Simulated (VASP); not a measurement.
Method: r2SCAN meta-GGA, VASP's PBE PAW potentials (set 64) (plane waves; VASP).

VASP input:

File POSCAR:
```
Ni3Al
1
    3.4545912761     0.0000000000     0.0000000000
    0.0000000000     3.4545912761     0.0000000000
    0.0000000000     0.0000000000     3.4545912761
Al Ni
1 3
Direct
  0.0000000000   0.0000000000   0.0000000000
  0.0000000000   0.5000000000   0.5000000000
  0.5000000000   0.0000000000   0.5000000000
  0.5000000000   0.5000000000   0.0000000000
```

KPOINTS:
```
Automatic mesh
0
Gamma
9 9 9
0 0 0
```

**INCAR**
```
! general
SYSTEM  = Ni3Al
PREC    = Accurate
ENCUT   = 520   ! plane-wave cut-off (eV)
LREAL   = .False.   ! projection in real space or not
LASPH   = .True.

! electronic loop
EDIFF   = 1E-7   ! SCF stop (eV)
NELM    = 100
ALGO    = Normal   ! blocked Davidson
LMAXMIX = 4
LMIXTAU = .True.

! smearing
ISMEAR  = 1
SIGMA   = 0.1   ! width (eV)

! functional
METAGGA = R2SCAN

! spin
ISPIN   = 2
MAGMOM  = -0.0 0.3 0.3 0.3

! ions
ISIF    = 2   ! forces and stress, cell fixed

! output
LWAVE   = .False.
LCHARG  = .False.
LORBIT  = 10
```

POTCAR, in this order: Al Ni (PBE.64 set). Program: vasp_std.

What VASP printed:

**OSZICAR**
```
       N       E                     dE             d eps       ncg     rms          rms(c)
DAV:   1     0.176230987495E+03    0.17623E+03   -0.15351E+04  2808   0.222E+03
DAV:   2    -0.406213592503E+02   -0.21685E+03   -0.20916E+03  2816   0.386E+02
DAV:   3    -0.520345815392E+02   -0.11413E+02   -0.10682E+02  2972   0.122E+02
DAV:   4    -0.522620551146E+02   -0.22747E+00   -0.22431E+00  3184   0.157E+01
DAV:   5    -0.522695638719E+02   -0.75088E-02   -0.75055E-02  3544   0.265E+00    0.213E+01
DAV:   6    -0.493662769152E+02    0.29033E+01   -0.82901E+01  2964   0.159E+02    0.213E+01
DAV:   7    -0.441583489887E+02    0.52079E+01   -0.20724E+01  3064   0.791E+01    0.305E+00
DAV:   8    -0.442148994603E+02   -0.56550E-01   -0.68978E-01  3196   0.988E+00    0.295E+00
DAV:   9    -0.441858845400E+02    0.29015E-01   -0.23287E-01  3072   0.807E+00    0.110E+00
DAV:  10    -0.441887927450E+02   -0.29082E-02   -0.35303E-02  3388   0.244E+00    0.467E-01
DAV:  11    -0.441892466190E+02   -0.45387E-03   -0.51734E-03  3464   0.119E+00    0.377E-01
DAV:  12    -0.441895443777E+02   -0.29776E-03   -0.17905E-03  3428   0.721E-01    0.549E-02
DAV:  13    -0.441895619531E+02   -0.17575E-04   -0.20778E-04  3180   0.173E-01    0.332E-02
DAV:  14    -0.441895782436E+02   -0.16291E-04   -0.23390E-05  3240   0.593E-02    0.131E-02
DAV:  15    -0.441895745820E+02    0.36615E-05   -0.31613E-06  3668   0.212E-02    0.428E-03
DAV:  16    -0.441895744712E+02    0.11086E-06   -0.13266E-06  3072   0.140E-02    0.184E-03
DAV:  17    -0.441895740457E+02    0.42550E-06   -0.10507E-07  1636   0.398E-03    0.126E-03
DAV:  18    -0.441895735624E+02    0.48331E-06   -0.20968E-08  1564   0.218E-03    0.361E-04
DAV:  19    -0.441895735794E+02   -0.17004E-07   -0.63374E-09  1524   0.113E-03
   1 F= -.44189574E+02 E0= -.44189701E+02  d E =0.381913E-03  mag=     0.8871
```

File OUTCAR:
```
------------------------ aborting loop because EDIFF is reached ----------------------------------------
  FORCE on cell =-STRESS in cart. coord.  units (eV):
  Direction    XX          YY          ZZ          XY          YZ          ZX
  --------------------------------------------------------------------------------------
  Total        3.6975412      3.6975412      3.6975412      0.0000000      0.0000000     -0.0000000
  in kB      143.6923310    143.6923310    143.6923310      0.0000000      0.0000000     -0.0000000
  external PRESSURE =     143.6923310 kB  Pullay stress =       0.0000000 kB
  volume of cell :       41.23
      direct lattice vectors                 reciprocal lattice vectors
     3.454591276  0.000000000  0.000000000     0.289469845  0.000000000  0.000000000
     0.000000000  3.454591276  0.000000000     0.000000000  0.289469845  0.000000000
     0.000000000  0.000000000  3.454591276     0.000000000  0.000000000  0.289469845
 POSITION                                       TOTAL-FORCE (eV/Angst)
 -----------------------------------------------------------------------------------
      0.00000      0.00000      0.00000         0.000000      0.000000      0.000000
      0.00000      1.72730      1.72730         0.000000      0.000000      0.000000
      1.72730      0.00000      1.72730         0.000000      0.000000      0.000000
      1.72730      1.72730      0.00000         0.000000      0.000000      0.000000
 -----------------------------------------------------------------------------------
    total drift:                                0.000000      0.000000      0.000000
  FREE ENERGIE OF THE ION-ELECTRON SYSTEM (eV)
  ---------------------------------------------------
  free  energy   TOTEN  =       -44.1895735794 eV

  energy  without entropy=      -44.1899554927  energy(sigma->0) =      -44.18970088

 total charge

# of ion       s       p       d       tot
------------------------------------------
    1        0.423   0.444   0.000   0.867
    2        0.550   0.633   8.425   9.607
    3        0.550   0.633   8.425   9.607
    4        0.550   0.633   8.425   9.607
--------------------------------------------------
tot          2.073   2.342  25.274  29.689

 magnetization (x)

# of ion       s       p       d       tot
------------------------------------------
    1       -0.001  -0.014   0.000  -0.015
    2       -0.007  -0.024   0.355   0.323
    3       -0.007  -0.024   0.355   0.323
    4       -0.007  -0.024   0.355   0.323
--------------------------------------------------
tot         -0.021  -0.088   1.064   0.955
```
(Selected blocks of OUTCAR.)

The compound is Ni3Al in the L1_2 structure. This cell is one point of a volume scan, at 0.94 of the reference volume.
